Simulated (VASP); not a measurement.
Level of theory: PBE GGA, VASP's PBE PAW potentials (set 64) (plane waves; VASP).

VASP input:

### INCAR
```
SYSTEM=AuZn
PREC=Accurate; ENCUT=480; LREAL=F
LASPH=T
EDIFF=1E-7; NELM=100; ALGO=Normal
LMAXMIX=6
ISMEAR=1; SIGMA=0.1
GGA=PE
IBRION=2; NSW=40; ISIF=3
EDIFFG=-0.01; PSTRESS=200
LWAVE=F; LCHARG=F
```

KPOINTS:
```
Automatic mesh
0
G
10 10 10
```

File POSCAR:
```
AuZn
1.0
  3.1830936767   0.0000000000   0.0000000000
  0.0000000000   3.1830936767   0.0000000000
  0.0000000000   0.0000000000   3.1830936767
Zn Au
1 1
Cartesian
  1.5915468383   1.5915468383   1.5915468383
  0.0000000000   0.0000000000   0.0000000000
```

POTCAR, in this order: Zn Au (PBE.64 set). Program: vasp_std.

**Question.** What will the output report for the number of irreducible k-points (NKPTS), number of bands (NBANDS), largest plane-wave count, number of space-group operations, FFT grid (NGX, NGY, NGZ)?

**Answer.** 
The number of irreducible k-points (NKPTS) is 56 and the number of bands (NBANDS) is 15. The largest plane-wave count is 804 and the number of space-group operations is 48. The FFT grid (NGX, NGY, NGZ) comes out as 24 × 24 × 24.

The compound is AuZn in the CsCl type structure. This run relaxes it under an external pressure of 20 GPa. Symmetry was kept, so distortions that lower it aren't found. The electron count is odd and the run is not spin-polarised, which forces a metal.
